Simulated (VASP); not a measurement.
## GdS (space group Fm-3m): computed properties

Level of theory: PBEsol GGA, VASP's PBE PAW potentials (set 64) (plane waves; VASP 6.6.1).

- space group = Fm-3m (225)
- cell = a = b = c = 5.5090 Å, α = β = γ = 90.00°
- volume per atom = 20.90 Å³/atom
- band gap (over mesh and band path) = none (metal, semimetal or under 0.01 eV)
- density = 7.52 g/cm³

```xyz
2
Lattice="0.0000 2.7545 2.7545 2.7545 0.0000 2.7545 2.7545 2.7545 0.0000" Properties=species:S:1:pos:R:3 pbc="T T T"
Gd     0.0000     0.0000     0.0000
S      2.7545     2.7545     2.7545
```

The 4f electrons are frozen in the core of the lanthanide potential, so 4f levels, which can set the real gap, and their magnetism are missing.

The structure comes from a computed database's GdS entry (Fm-3m); how it stands against other phases isn't given here. It was relaxed first. Symmetry was kept, so distortions that lower it aren't found.
